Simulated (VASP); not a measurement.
Tl2S, 3 atoms in the cell. The structure is cubic, space group Fm-3m (No. 225). The conventional cell has a = 7.328 Å, b = 7.328 Å, c = 7.328 Å, α = 90.00°, β = 90.00°, γ = 90.00°. S (site symmetry m-3m) is surrounded by 8 Tl at 3.17 Å. Tl (site symmetry -43m) has 4 S at 3.17 Å as nearest neighbours. The cell comes from a database or a generator and needn't be the stable form of this composition.

```yaml
Program: VASP 6.6.1
Task: single point
Functional: LDA
Potentials_or_basis: VASP PAW LDA potentials, release 64 (S, Tl_d)
Cutoff: 520 eV
k_mesh: 4 × 4 × 4
Occupations: gaussian, width 0.05 eV
Spin: no spin polarisation
Dipole_correction: no
Further_INCAR_settings: ALGO = Normal; EDIFF = 1e-07; NBANDS = 23
```

Potentials or basis: VASP PAW LDA potentials, release 64 (S, Tl_d).

Run with:

```console
$ cat potpaw_LDA.64/S/POTCAR potpaw_LDA.64/Tl_d/POTCAR > POTCAR
$ mpirun -np 1 vasp_std > vasp.out
```

Hardware: 1 thread of Intel(R) Xeon(R) 6975P-C (Granite Rapids) (shared host).

Estimate the wall time of this run.

It took 8.8 s on 1 thread of Intel(R) Xeon(R) 6975P-C (Granite Rapids), with other jobs on the host, peak memory 0.19 GiB. Counts: scf iterations 14, k points 8.
